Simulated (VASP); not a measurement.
Wanted: the native input for a VASP 6.6.1 run.

- Task: single point
- Functional: PBEsol
- Potentials or basis: VASP PAW PBE potentials, release 64 (La, Zn)
- Cutoff: 520 eV
- k mesh: 3 × 3 × 2
- Occupations: methfessel-paxton, width 0.15 eV
- Spin: no spin polarisation
- Dipole correction: no
- Further INCAR settings: ALGO = Fast; EDIFF = 1e-06; NBANDS = 63

The structure of La2Zn7 (a cell with a defect) lies in POSCAR:

```
La2Zn7
1.0
    3.1712563300      5.1580434100      0.0000000000
    3.1712563300     -5.1580434100      0.0000000000
    0.0000000000      0.0000000000     -6.1244262600
La Zn
2 7
Direct
    0.7787458069      0.2382435703      0.7317862620
    0.2465824435      0.7719675139      0.2467176411
    0.1230546925      0.8956784731      0.7351529448
    0.3711351422      0.6515876094      0.7450506882
    0.6638998635      0.3636172026      0.2348913905
   -0.0771209741      0.1306704140      0.2348056681
    0.7284750411      0.7239562734      0.4847776549
    0.7407219935      0.7373042246     -0.0061218796
    0.2973419497      0.2864263766      0.4901206860
```

These files were run (other wordings do the same):

INCAR

```
PREC = Accurate ; ENCUT = 520
EDIFF = 1E-6 ; ISMEAR = 1
SIGMA = 0.15 ; LREAL = False
LASPH = True ; NELM = 100
ALGO = Fast ; ISIF = 2
LWAVE = False ; LCHARG = False
GGA = PS ; NBANDS = 63
```

KPOINTS

```
regular mesh
0
Gamma
  3 3 2
```

Potentials or basis: VASP PAW PBE potentials, release 64 (La, Zn).

Command:

```bash
$ cat potpaw_PBE.64/La/POTCAR potpaw_PBE.64/Zn/POTCAR > POTCAR
$ mpirun -np 1 vasp_std > vasp.out
```

It gave:

The pressure is -4.6 GPa and the largest force is 0.076 eV/Å. The band gap on the k mesh is none (metal or under the smearing width).

Caveat: the k mesh is coarse (spacing up to 0.51 Å⁻¹), so the values aren't converged; the PAW data sets were made with another functional, which shifts forces and pressure a little.

Run time: 11 min on 1 thread of Intel(R) Xeon(R) Platinum 8488C (Sapphire Rapids), on a shared host, peak memory 0.38 GiB.
